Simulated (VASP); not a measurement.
ZnCd2N2:

```
Cd Zn N
1.0
     3.40066   -1.97148    0.00000
     3.40066    1.97148    0.00000
    -2.27457    0.00000    6.53110
Cd Zn N
2 1 2
Direct
  0.72494 0.72494 0.17258
  0.27506 0.27506 0.82742
  0.50000 0.50000 0.50000
  0.59487 0.59487 0.78431
  0.40513 0.40513 0.21569
```

The cell comes from a database or a generator and needn't be the stable form of this composition.

* Program: VASP 6.6.1
* Task: single point
* Functional: PBE
* Potentials or basis: VASP PAW PBE potentials, release 64 (Cd, Zn, N)
* Cutoff: 520 eV
* k mesh: 8 × 8 × 4
* Occupations: fermi-dirac, width 0.05 eV
* Spin: no spin polarisation

On this cell: pressure -0.1 GPa; largest force 0.011 eV/Å; band gap on the k mesh none (metal or under the smearing width).

The same run follows on a disturbed copy (atoms moved at random, drawn with an rms of 0.05 Å):

```
Cd Zn N
1.0
     3.40066   -1.97148    0.00000
     3.40066    1.97148    0.00000
    -2.27457    0.00000    6.53110
Cd Zn N
2 1 2
Cartesian
  4.4814 -0.0078 1.1358
  0.0245 -0.0415 5.4269
  2.2590 -0.0505 3.2180
  2.2592 0.0435 5.1456
  2.2444 -0.0151 1.4353
```

Question: What does the disturbed cell give?

Answer: The energy (extrapolated to zero smearing) moves by +22.1 meV/atom; pressure 0.5 GPa; largest force 2.262 eV/Å; band gap on the k mesh none (metal or under the smearing width).

Forces on the atoms (eV/Å):
```
Cd   0.270 -0.073 -0.096
Cd  -0.194  0.361 -0.168
Zn  -0.017  0.155  2.256
N    0.123 -0.439 -0.787
N   -0.183 -0.004 -1.206
```

Stress tensor (GPa, compression positive):
```
 1.15  0.96 -0.02
 0.96 -0.91 -0.01
-0.02 -0.01  1.17
```
